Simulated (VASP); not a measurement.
Set up this calculation in VASP 6.6.1, as the native input.

```
Task                   : single point
Functional             : PBE
Potentials or basis    : VASP PAW PBE potentials, release 64 (Sr_sv, Ti_sv, C)
Cutoff                 : 520 eV
k mesh                 : 8 × 8 × 4
Occupations            : fermi-dirac, width 0.05 eV
Spin                   : no spin polarisation
Further INCAR settings : ALGO = Normal; EDIFF = 1e-07; NBANDS = 23
```

The structure of SrTiC2 lies in POSCAR:

```
SrTiC2
1.0
    3.7749700000      0.0000000000      0.0000000000
   -1.8874800000      3.2692200000      0.0000000000
    0.0000000000      0.0000000000      6.2840200000
Sr Ti C
1 1 2
Direct
    0.0096560000      0.0035340000      0.5081800000
    0.0252930000      0.0098270000      0.0048930000
    0.3314900000      0.6735750000      0.0014190000
    0.6534830000      0.3356920000     -0.0024360000
```

The cell was built by a generator and needn't be a form met in nature.

The cell isn't the ideal one: atoms moved at random, drawn with an rms of 0.05 Å.

These files were run (other wordings do the same):

INCAR

```
SYSTEM = SrTiC2
PREC = Accurate
ENCUT = 520
EDIFF = 1E-7
ISMEAR = -1
SIGMA = 0.05
LREAL = .FALSE.
LASPH = .TRUE.
NELM = 100
ALGO = Normal
ISIF = 2
LWAVE = .FALSE.
LCHARG = .FALSE.
GGA = PE
NBANDS = 23
```

KPOINTS

```
regular mesh
0
G
  8 8 4
  0 0 0
```

Potentials or basis: VASP PAW PBE potentials, release 64 (Sr_sv, Ti_sv, C).

Command:

```sh
$ cat potpaw_PBE.64/Sr_sv/POTCAR potpaw_PBE.64/Ti_sv/POTCAR potpaw_PBE.64/C/POTCAR > POTCAR
$ mpirun -np 1 vasp_std > vasp.out
```

Results of the run:

The pressure is 0.0 GPa. The largest force is 0.285 eV/Å and the band gap on the k mesh is none (metal or under the smearing width).

It took 120 s on 1 thread of Intel(R) Xeon(R) 6975P-C (Granite Rapids), on a shared host, peak memory 0.37 GiB.
